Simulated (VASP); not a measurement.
Data:

```xyz
1
Lattice="0.0000 2.0627 2.0627 2.0627 0.0000 2.0627 2.0627 2.0627 0.0000" Properties=species:S:1:pos:R:3 pbc="T T T"
Au     0.0000     0.0000     0.0000
```

Level of theory: r2SCAN meta-GGA, VASP's PBE PAW potentials (set 64) (plane waves; VASP). Settings: 400 eV cut-off, 14×14×14 Γ-centred mesh, first-order Methfessel-Paxton smearing of 0.10 eV, potentials Au.

Unless said otherwise, spin-orbit coupling is left out, though it shifts the bands of the heavy elements here.

Estimate the energy per atom (σ→0), band gap (on the k-mesh) with the smallest direct gap where there is one.

The band gap (on the k-mesh) is none (metal, semimetal or under 0.01 eV) and the energy per atom (σ→0) is -50593 meV/atom.

Total energies compare only between runs with the same potentials, cut-off and functional.

The compound is Au in the fcc structure. It was relaxed first. The start is the result of an earlier pass.
